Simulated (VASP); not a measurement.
Output of a VASP run:

**OSZICAR**
```
       N       E                     dE             d eps       ncg     rms          rms(c)
DAV:   1     0.724806810784E+02    0.72481E+02   -0.89027E+03   778   0.194E+03
DAV:   2    -0.506027923732E+01   -0.77541E+02   -0.74620E+02   844   0.305E+02
DAV:   3    -0.101078403686E+02   -0.50476E+01   -0.50201E+01   954   0.707E+01
DAV:   4    -0.101899109954E+02   -0.82071E-01   -0.82035E-01   909   0.971E+00
DAV:   5    -0.101920073972E+02   -0.20964E-02   -0.20963E-02   937   0.133E+00    0.450E+00
DAV:   6    -0.992613808450E+01    0.26587E+00   -0.44960E-01  1190   0.153E+01    0.287E+00
DAV:   7    -0.987908720576E+01    0.47051E-01   -0.11799E-01  1069   0.309E+00    0.107E+00
DAV:   8    -0.987599015295E+01    0.30971E-02   -0.14254E-02   884   0.181E+00    0.195E-01
DAV:   9    -0.987610591830E+01   -0.11577E-03   -0.12625E-03  1049   0.655E-01    0.700E-02
DAV:  10    -0.987611516681E+01   -0.92485E-05   -0.77697E-05   897   0.841E-02    0.261E-02
DAV:  11    -0.987613855918E+01   -0.23392E-04   -0.24761E-05   864   0.614E-02    0.439E-03
DAV:  12    -0.987613848828E+01    0.70901E-07   -0.17082E-06   991   0.200E-02    0.490E-03
DAV:  13    -0.987613860259E+01   -0.11431E-06   -0.26958E-07   838   0.456E-03    0.123E-03
DAV:  14    -0.987613855829E+01    0.44309E-07   -0.20286E-08   442   0.191E-03
   1 F= -.98761386E+01 E0= -.98761386E+01  d E =-.670816E-12
```

OUTCAR:
```
------------------------ aborting loop because EDIFF is reached ----------------------------------------
  FORCE on cell =-STRESS in cart. coord.  units (eV):
  Direction    XX          YY          ZZ          XY          YZ          ZX
  --------------------------------------------------------------------------------------
  Total        1.4399947      1.4399947      1.4399947      0.0000000     -0.0000000      0.0000000
  in kB       61.1448873     61.1448873     61.1448873      0.0000000     -0.0000000      0.0000000
  external PRESSURE =      61.1448873 kB  Pullay stress =       0.0000000 kB
  volume of cell :       37.73
      direct lattice vectors                 reciprocal lattice vectors
     0.000000000  2.662116820  2.662116820    -0.187820458  0.187820458  0.187820458
     2.662116820  0.000000000  2.662116820     0.187820458 -0.187820458  0.187820458
     2.662116820  2.662116820  0.000000000     0.187820458  0.187820458 -0.187820458
  FREE ENERGIE OF THE ION-ELECTRON SYSTEM (eV)
  ---------------------------------------------------
  free  energy   TOTEN  =        -9.8761385583 eV

  energy  without entropy=       -9.8761385583  energy(sigma->0) =       -9.87613856
```
(Selected blocks of OUTCAR.)

POSCAR:
```
GaP
1
    0.0000000000     2.6621168200     2.6621168200
    2.6621168200     0.0000000000     2.6621168200
    2.6621168200     2.6621168200     0.0000000000
Ga P
1 1
Direct
  0.0000000000   0.0000000000   0.0000000000
  0.2500000000   0.2500000000   0.2500000000
```

Task: Write an INCAR and KPOINTS that could have produced this output.

Result: One answer among several that fit: the input of the run itself, PBEsol GGA, plane waves, VASP's PBE PAW potentials (set 64).

**INCAR**
```
! general
SYSTEM  = GaP
PREC    = Accurate
ENCUT   = 480
LREAL   = .False.
LASPH   = .True.

! electronic loop
EDIFF   = 1E-7
NELM    = 100
ALGO    = Normal
LMAXMIX = 4

! smearing
ISMEAR  = 0
SIGMA   = 0.05

! functional
GGA     = PS

! ions
ISIF    = 2

! output
LWAVE   = .False.
LCHARG  = .False.
```

KPOINTS:
```
Automatic
0
gamma
  8 8 8
0 0 0
```

POTCAR, in this order: Ga_d P (PBE.64 set). Program: vasp_std.

The compound is GaP in the zinc blende structure. This cell was strained or had an atom moved on purpose.
